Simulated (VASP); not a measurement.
An input for Ansatz (written as the equivalent of a VASP run, and not itself run):

Ansatz 0.2 input:
```yaml
crystal:
  lattice:
    - [2.3374386, -4.0485628, 0.0000000]
    - [2.3374386, 4.0485628, 0.0000000]
    - [0.0000000, 0.0000000, 7.3302759]
  atoms:
    - { symbol: Ag, position: [0.6666670, 0.3333330, 0.5001138] }
    - { symbol: Ag, position: [0.3333330, 0.6666670, 0.0001138] }
    - { symbol: I, position: [0.6666670, 0.3333330, 0.8748862] }
    - { symbol: I, position: [0.3333330, 0.6666670, 0.3748862] }
kpoints:
  mp_grid: { grid: [6, 6, 4] }
hamiltonian:
  xc: pbe
  pseudopotentials: { kind: paw }
scf:
  occupations: { method: gaussian, width: 0.05 }
  max_iter: 100
output: { forces: true, stress: true, eigenvalues: true }
```

Problem. Translate this input to VASP (INCAR, KPOINTS, POSCAR, choice of POTCAR).

Solution. This is not unique; one that fits is 
### INCAR
```
ALGO  =  Normal
EDIFF  =  1E-7
ENCUT  =  480
GGA  =  PE
ISIF  =  2
ISMEAR  =  0
LASPH  =  T
LCHARG  =  F
LMAXMIX  =  4
LREAL  =  F
LWAVE  =  F
NELM  =  100
PREC  =  Accurate
SIGMA  =  0.05
SYSTEM  =  AgI
```

KPOINTS:
```
K-points
0
G
 6 6 4
```

**POSCAR**
```
AgI
1
    2.3374385634    -4.0485627701     0.0000000000
    2.3374385634     4.0485627701     0.0000000000
    0.0000000000     0.0000000000     7.3302758706
Ag I
2 2
Direct
  0.6666670000   0.3333330000   0.5001138378
  0.3333330000   0.6666670000   0.0001138378
  0.6666670000   0.3333330000   0.8748861622
  0.3333330000   0.6666670000   0.3748861622
```

POTCAR, in this order: Ag I (PBE.64 set). Program: vasp_std.

The two are equivalent in intent, not identical: each code has its own PAW files, so the cut-off isn't converted (ENCUT is set for VASP's; basis.ecutwfc is left out, and Ansatz then takes the one that its files recommend); Ansatz stops its SCF on the density residual and VASP on the energy change (EDIFF).

The compound is AgI in the wurtzite structure. This cell was strained or had an atom moved on purpose.
